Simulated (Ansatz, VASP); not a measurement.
# Mg35Ti in two plane-wave programs, part 2 of 2

One calculation is typed for both programs; each brings its own data sets and cutoff. How far apart do they land?  The structure shown is the end of the VASP relaxation below.

VASP 6.6.1 and Ansatz 0.2.0.

So far: The starting structure; VASP: relaxation, PBEsol.

### 3. Ansatz: single point, PBEsol

Level of this step: Ansatz beside VASP: Kohn-Sham DFT, plane waves, PBEsol (Ansatz).

Ansatz runs on its default PAW (the set named soft_2) files.

The same cell, functional, mesh and smearing now go to Ansatz, which takes its cutoff from its data sets.

Input file input.yaml:

```yaml
crystal:
  lattice:
    - [9.55074056, 0.0, 0.0]
    - [-4.77537028, 8.27118395, 0.0]
    - [0.0, 0.0, 10.22094454]
  atoms:
    - { symbol: Ti, position: [0.99999999, 1.0e-08, 0.99999999], spin: 0.6 }
    - { symbol: Mg, position: [6.0e-08, 0.99999993, 0.5] }
    - { symbol: Mg, position: [0.00149723, 0.32874868, 4.0e-08] }
    - { symbol: Mg, position: [0.00028307, 0.33228113, 0.49999996] }
    - { symbol: Mg, position: [0.00149798, 0.67274899, 2.0e-08] }
    - { symbol: Mg, position: [0.00028365, 0.66800239, 0.49999996] }
    - { symbol: Mg, position: [0.32725102, 0.99850201, 5.0e-08] }
    - { symbol: Mg, position: [0.3319976, 0.99971634, 0.49999997] }
    - { symbol: Mg, position: [0.32725171, 0.32874864, 4.0e-08] }
    - { symbol: Mg, position: [0.33199754, 0.33228087, 0.49999998] }
    - { symbol: Mg, position: [0.33333298, 0.666667, 2.0e-08] }
    - { symbol: Mg, position: [0.33333305, 0.66666695, 0.49999999] }
    - { symbol: Mg, position: [0.67125126, 0.99850276, 1.0e-08] }
    - { symbol: Mg, position: [0.66771888, 0.99971694, 0.49999997] }
    - { symbol: Mg, position: [0.66666695, 0.33333308, 0.0] }
    - { symbol: Mg, position: [0.66666685, 0.33333318, 0.49999997] }
    - { symbol: Mg, position: [0.67125131, 0.67274824, 0.0] }
    - { symbol: Mg, position: [0.66771916, 0.66800246, 0.49999998] }
    - { symbol: Mg, position: [0.10884415, 0.21768974, 0.2448665], spin: 0.6 }
    - { symbol: Mg, position: [0.10884415, 0.2176897, 0.75513359], spin: 0.6 }
    - { symbol: Mg, position: [0.11042134, 0.55521069, 0.25105178] }
    - { symbol: Mg, position: [0.11042126, 0.55521064, 0.7489482] }
    - { symbol: Mg, position: [0.1088451, 0.8911549, 0.24486642], spin: 0.6 }
    - { symbol: Mg, position: [0.10884508, 0.89115495, 0.75513366] }
    - { symbol: Mg, position: [0.44345878, 0.22172875, 0.25033735] }
    - { symbol: Mg, position: [0.44345881, 0.22172879, 0.74966262] }
    - { symbol: Mg, position: [0.44478902, 0.55521097, 0.25105209] }
    - { symbol: Mg, position: [0.44478902, 0.55521097, 0.74894788] }
    - { symbol: Mg, position: [0.44478934, 0.88957875, 0.25105176] }
    - { symbol: Mg, position: [0.44478932, 0.88957869, 0.74894821] }
    - { symbol: Mg, position: [0.77827068, 0.22172936, 0.25033716] }
    - { symbol: Mg, position: [0.77827064, 0.22172935, 0.74966279] }
    - { symbol: Mg, position: [0.77827125, 0.55654123, 0.25033736] }
    - { symbol: Mg, position: [0.77827122, 0.55654121, 0.74966261] }
    - { symbol: Mg, position: [0.78231022, 0.89115582, 0.2448665] }
    - { symbol: Mg, position: [0.78231031, 0.89115587, 0.75513358] }
hamiltonian:
  xc: pbesol
  pseudopotentials: { kind: paw }
magnetization:
  spin_polarized: true
kpoints:
  mp_grid: { grid: [4, 4, 4] }
scf:
  occupations: { method: methfessel_paxton, width: 0.2 }
  n_extra_bands: 16
output:
  forces: true
  eigenvalues: true
  write_density: true
  write_potential: true
  elf: true
  volumetric_format: npy
```

Run with:

```bash
$ ansatz run input.yaml --threads 8 --pin off --max-ram 18432MiB --backend cpu --events-out ev --progress --plain --runs-dir out
```

Numbers of over 12 decimals in the logs are rounded to 6 here.

Log:

```text
Warning: the band count 197 (scf.n_extra_bands) hosts the net moment |M| = 2.4000 μB (N_el = 362) but caps the reachable moment at 2·n_bands − N_el = 32.0000 μB, below the 219 bands that the automatic rule leaves for it — a moment growing past the seed, or the majority channel's smearing tail, pins there with fewer empty majority states than that count leaves; raise or omit scf.n_extra_bands unless the cap is intended
scf.n_extra_bands = 16 over 181 filled bands (N_el = 362.0): the run solves 197 bands
Engine: ansatz 0.2.0, aarch64-unknown-linux-gnu
Pseudopotentials: kind: paw
Pseudopotential: Ti, paw, valence charge 12, recommended cutoff 420 eV (normal), Ti.paw.azcp
Pseudopotential: Mg, paw, valence charge 10, recommended cutoff 420 eV (normal), Mg.paw.azcp
Functional definition: PBEsol
  exchange = pbesol_x
  correlation = pbesol_c
Crystal: 36 atoms, lattice volume = 807.413 Å³
Basis set: ecut = 420 eV, 15731 PW (Γ), exchange–correlation on 128×128×144 points (8 copies of the dense FFT grid, shifted against one another)
Bands: 197, of which v1, the nominal top of the filled ones, is band 181 counted from 1 (180 counted from 0)
Symmetry: 1 space group operations
Space group: P1 (ITA 1), of the structure as read, at distance tolerance 9.3e-5 Å
Magnetic group: BNS 1.1 (UNI 1), of the structure as read, at distance tolerance 9.3e-5 Å
k-points: 36 of 64 (time reversal used)
Non-local potential: Ti, projectors of the file, l = 0: 3, l = 1: 2, l = 2: 3, l = 3: 1
Non-local potential: Mg, projectors of the file, l = 0: 3, l = 1: 2, l = 2: 1
PAW form: soft (Blöchl's): semilocal exchange-correlation on the pseudo side does not see the compensation charge
PAW frozen core: Ti, regenerated for the run's functional, and the local potential with it (the file was generated under x = pbe(κ = 0.804, μ = 0.219515), c = pbe(β = 0.066725))
PAW frozen core: Mg, regenerated for the run's functional, and the local potential with it (the file was generated under x = pbe(κ = 0.804, μ = 0.219515), c = pbe(β = 0.066725))
PAW one-centre angular grid: Ti, 590 points (default); XC on 64 Gauss nodes
PAW one-centre angular grid: Mg, 110 points (default); XC on 64 Gauss nodes
Initial density: superposition of atomic densities (chi_scale 0.1, normalization cell)
Starting moments: Σ|m| = 2.4 μB on 4 of 36 sites
Initial wavefunctions: pseudopotential atomic-orbital guess
Functional: x = pbesol(κ = 0.804, μ = 0.123457), c = pbesol(β = 0.046)
iter 1 solved again at ethr=1.97e-3 eV; its pass at ethr=3.10e-3 eV (dr2=7.13e0 eV) is discarded
SCF iter   1: F=—  HF=-69395.437826 eV  |F-HF|=—  |Δ(HF+E_count)|=         —  Δρ=1.98e-2 (↑1.98e-2 ↓1.85e-2)  dr2=7.14e0  dr2_m=2.25e0  M=0.430 μB ∫|m|=0.511 μB  β_m=0.30  ethr=1.97e-3  ⟨swp⟩=1.0  Hψ=65982  notcnv=0
Mixer restart at iter 1: flushing history
preconditioner: auto → Kerker (q_TF=auto, 2.387 Å⁻¹)  [metal: Δε(μ)=0.015 eV  Ē_g=3.603 eV  σ=0.200 eV  W_gap=0.04  n_scr=198 (ndim 8)  ℏωp=11.2 eV  f_vac=0.000  D(μ)=18.61/eV (n_scr^D=120)]
spin=Collinear: Kerker preconditioning applied to the charge; magnetization (m = ρ↑ − ρ↓) channel mixes plain (no charge-response kernel on spin).
SCF iter   2: F=—  HF=-69395.596839 eV  |F-HF|=—  |Δ(HF+E_count)|=   1.59e-1  Δρ=1.44e-2 (↑1.44e-2 ↓1.34e-2)  dr2=5.27e0  dr2_m=1.12e0  M=0.456 μB ∫|m|=0.545 μB  β_m=0.65  ethr=1.97e-3  ⟨swp⟩=2.0  Hψ=15488  notcnv=0
SCF iter   3: F=—  HF=-69394.736723 eV  |F-HF|=—  |Δ(HF+E_count)|=   8.60e-1  Δρ=3.25e-3 (↑2.82e-3 ↓3.25e-3)  dr2=4.26e-1  dr2_m=1.25e-2  M=0.563 μB ∫|m|=0.714 μB  β_m=0.82  ethr=1.46e-3  ⟨swp⟩=2.2  Hψ=22254  notcnv=0  defer=72
SCF iter   4: F=—  HF=-69395.002871 eV  |F-HF|=—  |Δ(HF+E_count)|=   2.66e-1  Δρ=1.97e-3 (↑1.97e-3 ↓1.06e-3)  dr2=4.59e-2  dr2_m=4.83e-3  M=0.618 μB ∫|m|=0.804 μB  β_m=0.77  ethr=1.18e-4  ⟨swp⟩=2.9  Hψ=28354  notcnv=0  defer=169
SCF iter   5: F=—  HF=-69394.989592 eV  |F-HF|=—  |Δ(HF+E_count)|=   1.33e-2  Δρ=7.18e-4 (↑4.07e-4 ↓7.18e-4)  dr2=1.57e-2  dr2_m=8.72e-4  M=0.633 μB ∫|m|=0.837 μB  β_m=0.88  ethr=1.27e-5  ⟨swp⟩=2.1  Hψ=25698  notcnv=0  defer=151
SCF iter   6: F=—  HF=-69394.988511 eV  |F-HF|=—  |Δ(HF+E_count)|=   1.08e-3  Δρ=8.59e-4 (↑8.59e-4 ↓2.43e-4)  dr2=7.59e-3  dr2_m=1.84e-3  M=0.710 μB ∫|m|=0.944 μB  β_m=0.94  ethr=4.33e-6  ⟨swp⟩=2.0  Hψ=25023  notcnv=0  defer=163
SCF iter   7: F=—  HF=-69394.989253 eV  |F-HF|=—  |Δ(HF+E_count)|=   7.42e-4  Δρ=6.62e-4 (↑6.62e-4 ↓2.87e-4)  dr2=2.12e-3  dr2_m=1.57e-3  M=0.780 μB ∫|m|=1.039 μB  β_m=0.97  ethr=2.10e-6  ⟨swp⟩=2.0  Hψ=18227  notcnv=0  defer=153
SCF iter   8: F=—  HF=-69394.990458 eV  |F-HF|=—  |Δ(HF+E_count)|=   1.20e-3  Δρ=3.66e-4 (↑3.66e-4 ↓1.92e-4)  dr2=6.49e-4  dr2_m=4.59e-4  M=0.946 μB ∫|m|=1.273 μB  β_m=0.57  ethr=5.84e-7  ⟨swp⟩=2.2  Hψ=27561  notcnv=0  defer=142
[...]
iteration 10: the input's own smearing fills from here on; a Gaussian of 0.2 eV has filled iterations ahead of it
SCF iter  11: F=—  HF=-69394.823054 eV  |F-HF|=—  |Δ(HF+E_count)|=   1.99e-2  S|Δr|=    0.00e0  Δρ=3.87e-3 (↑3.87e-3 ↓1.51e-3)  dr2=6.45e-1  dr2_m=1.05e-2  M=1.144 μB ∫|m|=1.555 μB  β_m=0.47  ethr=2.55e-8  ⟨swp⟩=4.0  Hψ=39118  notcnv=0  defer=134  recentre
[...]
SCF iter  15: F=—  HF=-69394.802273 eV  |F-HF|=—  |Δ(HF+E_count)|=   1.16e-5  S|Δr|=    0.00e0  Δρ=3.37e-5 (↑9.15e-6 ↓3.37e-5)  dr2=1.50e-5  dr2_m=3.08e-6  M=1.028 μB ∫|m|=1.451 μB  β_m=0.49  ethr=5.61e-9  ⟨swp⟩=2.0  Hψ=24852  notcnv=0  defer=126
SCF iter  16: F=—  HF=-69394.802286 eV  |F-HF|=—  |Δ(HF+E_count)|=   1.28e-5  S|Δr|=    0.00e0  Δρ=2.00e-5 (↑2.00e-5 ↓1.39e-5)  dr2=1.72e-6  dr2_m=2.10e-6  M=1.041 μB ∫|m|=1.468 μB  β_m=0.67  ethr=4.15e-9  ⟨swp⟩=2.0  Hψ=20999  notcnv=0  defer=126
SCF iter  17: F=—  HF=-69394.802292 eV  |F-HF|=—  |Δ(HF+E_count)|=   6.09e-6  S|Δr|=    0.00e0  Δρ=1.54e-5 (↑1.54e-5 ↓2.62e-6)  dr2=4.20e-6  dr2_m=5.71e-7  M=1.051 μB ∫|m|=1.482 μB  β_m=0.67  ethr=4.76e-10  ⟨swp⟩=2.7  Hψ=25978  notcnv=0  defer=126
SCF iter  18: F=—  HF=-69394.802293 eV  |F-HF|=—  |Δ(HF+E_count)|=   7.66e-7  S|Δr|=    0.00e0  Δρ=4.90e-6 (↑4.90e-6 ↓1.09e-6)  dr2=3.70e-7  dr2_m=6.19e-8  M=1.055 μB ∫|m|=1.488 μB  β_m=0.82  ethr=4.76e-10  ⟨swp⟩=2.0  Hψ=24918  notcnv=0  defer=126
SCF iter  19: F=—  HF=-69394.802293 eV  |F-HF|=—  |Δ(HF+E_count)|=   9.90e-8  S|Δr|=    0.00e0  Δρ=7.75e-7 (↑7.75e-7 ↓3.35e-7)  dr2=5.00e-9  dr2_m=2.08e-9  M=1.056 μB ∫|m|=1.490 μB  β_m=0.91  ethr=2.76e-11  ⟨swp⟩=11.2  Hψ=101707  notcnv=0
SCF iter  20: F=-69394.802293 eV  HF=-69394.802293 eV  |F-HF|=3.64e-10  |Δ(HF+E_count)|=   4.89e-9  S|Δr|=    0.00e0  Δρ=1.07e-7 (↑6.33e-8 ↓1.07e-7)  dr2=4.26e-10  dr2_m=2.36e-11  M=1.056 μB ∫|m|=1.490 μB  ethr=1.38e-12  ⟨swp⟩=6.5  Hψ=64632  notcnv=0
SCF 1 converged in 20 iterations: F = -69394.802293 eV  dr2 = 4.26e-10
  greatest PAW one-centre occupation: 1.000 electrons in one spin orbital (limit 2), on the Mg atom at site 23 (counted from 0), in its partial waves of l = 0
this state was not tested for a lower state beside it, because cold or Methfessel-Paxton smearing, or corrected tetrahedra, fill the levels in a way that the test cannot read (fill_not_monotonic; see scf.lower_state_search)
SCF converged after 20 iterations
Magnetization: 1.0562 μB (181.5281 up, 180.4719 down)
Absolute magnetization: 1.4922 μB (∫|ρ↑−ρ↓|, with the PAW one-centre terms)
Spin contamination: 0.2385 ħ² per cell (⟨S²⟩ above its minimum at these occupations)
Per-site moments (μB) at R_I (Å): [(0.831348, 1.271800), (0.00723245, 1.307184), (-0.00270336, 1.273250), (-0.000398103, 1.296229), (-0.00270342, 1.273250), (-0.000398068, 1.296228), (-0.00270342, 1.273250), (-0.000398072, 1.296228), (-0.00270342, 1.273253), (-0.000398016, 1.296229), (0.00381948, 1.303374), (0.00016245, 1.296182), (-0.00270336, 1.273250), (-0.000398102, 1.296229), (0.00376469, 1.301519), (0.00354612, [...]
Free energy (F): -69394.802293 eV
Harris-Foulkes:  -69394.802293 eV  (|F-HF|=3.64e-10)
Internal energy: -69394.791635 eV  (E = F + TS)
E sigma→0 (E₀):  -69394.799628 eV
Entropy (-TS):   -0.010658 eV (-0.296 meV/atom)
Fermi energy:    5.843070 eV
Step filling:    the computed levels leave a gap of 0.0000 eV = 0.0 smearing widths at the electron count; against every level under it full and every level over it empty, smearing changes F+E_penalty+E_count by -1.533 meV and its σ→0 estimate by +1.131 meV
--- Per-component energies (eV) ---
  E_band       = -12599.488310
  E_kinetic    = 2893.699674
  E_local      = -57450.318427  (includes V_loc(G=0)·N_el)
  E_nonlocal   = 3384.038709
  E_hartree    = 20540.520327
  E_xc         = -1081.540501
  E_vxc        = -1398.322688  (∫ρ·V_xc dr)
  E_paw        = -10866.454257  (= ΣΔE_a)
  E_vpaw       = -1109.627242  (= ΣTr[D̂ρ^β])
  E_aug_tail   = 0.000034  (compensation charges beyond the density's cutoff)
  E_ewald      = -26816.936757
  E_core_change = 2.199564  (= ΣΔE_core)
  E_smearing   = -0.010658  (= −TS)
  E_closure    = 0.000000  (closes the sum)
  Σ components = -69394.802293   (vs F -69394.802293, Δ=0.00e0)
--- Forces (eV/Å), atoms counted from 1 ---
  atom   1  Ti     0.00000167    -0.00000167     0.00000284
  atom   2  Mg    -0.00000183     0.00000130     0.00000038
  atom   3  Mg    -0.01950671     0.01354466    -0.00000124
  atom   4  Mg     0.00558231    -0.00004804     0.00000133
  atom   5  Mg     0.00195518    -0.02368226    -0.00000062
  atom   6  Mg     0.00273943     0.00484929     0.00000143
  atom   7  Mg     0.02148648     0.01014808    -0.00000171
  atom   8  Mg    -0.00282976    -0.00479648     0.00000128
  atom   9  Mg     0.01950260     0.01354223    -0.00000099
  atom  10  Mg    -0.00557289    -0.00004344     0.00000069
  atom  11  Mg     0.00002047    -0.00001187    -0.00000100
  atom  12  Mg     0.00001089    -0.00000586    -0.00000008
  atom  13  Mg    -0.02148197     0.01012087    -0.00000040
  atom  14  Mg     0.00283238    -0.00481057     0.00000096
  atom  15  Mg    -0.00000904     0.00000495    -0.00000021
  atom  16  Mg    -0.00000969     0.00000505     0.00000008
  atom  17  Mg    -0.00197636    -0.02365977     0.00000005
  atom  18  Mg    -0.00274985     0.00484805     0.00000073
  atom  19  Mg     0.00002563     0.01610370     0.01170281
  atom  20  Mg     0.00002489     0.01610609    -0.01170521
  atom  21  Mg    -0.00301927    -0.00174492    -0.00053808
  atom  22  Mg    -0.00301830    -0.00174421     0.00053842
  atom  23  Mg     0.01392978    -0.00804253     0.01170820
  atom  24  Mg     0.01393237    -0.00804416    -0.01171045
[...]
atom  29  Mg     0.00000218     0.00348555    -0.00053713
  atom  30  Mg     0.00000147     0.00348671     0.00053800
  atom  31  Mg    -0.00267315     0.00154305    -0.00068823
  atom  32  Mg    -0.00267218     0.00154283     0.00068909
  atom  33  Mg    -0.00002121    -0.00307918    -0.00069424
  atom  34  Mg    -0.00002067    -0.00307841     0.00069433
  atom  35  Mg    -0.01393329    -0.00807362     0.01170206
  atom  36  Mg    -0.01393578    -0.00807495    -0.01170485
  max |Σ_I F_I| component: 1.09e-8 eV/Å
--- Band table (eV; the first three rows and the last of 72) ---
  k-point 0 ↑: bands = [... 177 lower, 5.8366, 6.0885, 6.0943, 6.2671, 6.2923, 6.2923, 6.3695, 6.3695, ... 12 higher]
  k-point 1 ↑: bands = [... 177 lower, 5.4136, 5.6870, 5.6870, 5.8078, 5.8729, 5.8729, 5.8960, 5.9543, ... 12 higher]
  k-point 2 ↑: bands = [... 177 lower, 5.5772, 5.5777, 5.5819, 5.5819, 5.5865, 5.6764, 5.6764, 6.2445, ... 12 higher]
  k-point 35 ↓: bands = [... 177 lower, 5.6164, 5.6361, 5.6438, 6.0258, 6.0358, 6.0816, 6.0840, 6.3694, ... 12 higher]
```

Run time: 17 min. Hardware: 8 threads of Arm Neoverse N1, shared host; peak memory 11 GiB; 2.3 h of CPU time.

Reading the cycles: dr2 is the Hartree energy of the density residual (eV), the measure of convergence; HF is the Harris–Foulkes estimate of the energy, which meets the free energy F at convergence.

### 4. Side by side

Known differences besides the PAW data sets themselves: the data sets hold 362 valence electrons in Ansatz (default PAW (the set named soft_2) files) and 74 in VASP; the cutoff is 420 eV in Ansatz and 300 eV in VASP (PREC = Normal, projectors in real space); Ansatz makes its cores anew for this functional, VASP keeps those of its PBE data sets; site moments are counted in spheres of each program's own size. Total energies have different zeros and are not compared.

The two programs side by side:

```tsv
quantity	Ansatz	VASP	difference
total moment (μB)	1.06	0.00	+1.05
moment on Ti1 (μB)	0.83	0.01	+0.83
```

At this near-relaxed geometry the largest component of a force difference is 14 meV/Å. By their total or site moments the two runs ended in different magnetic states; the other differences may follow from that, so they don't measure the programs' precision.

### 5. Further runs

The difference is large enough to ask for its cause, so further runs change the set-up of one program at a time, as the table lists.

```tsv
run	difference in total moment (μB)
as above	1.1
a start from the moments at which VASP ended, with Ansatz's search for lower states switched off	1.1
cores kept as stored, as VASP does, whose cores stay as stored	1.1
```

### 6. Results

```yaml
difference_in_total_moment_single_point_pbesol: 1.1 μB
```

**Reading.** The difference in total moment is 1.1 μB (single point, PBEsol). The runs ended with unlike moments, so this pair says little about numerical agreement. For single point, PBEsol: no further run halves the difference in total moment; only Ansatz's side was varied. How closely two codes agree says nothing of how well the functional describes the real material.

[Lines on the potential files, build, host, timing and source positions are cut from VASP's logs without a mark.]

[Logs are printed without paths, hosts, clocks, repeated set-up lines and the standing remarks that a program may print on its own settings, such as how far it seeks lower states.]

[Hosts, paths, dates, database ids (printed as entryN), source tags and the programs' standing remarks are cut or masked in the printed files.]
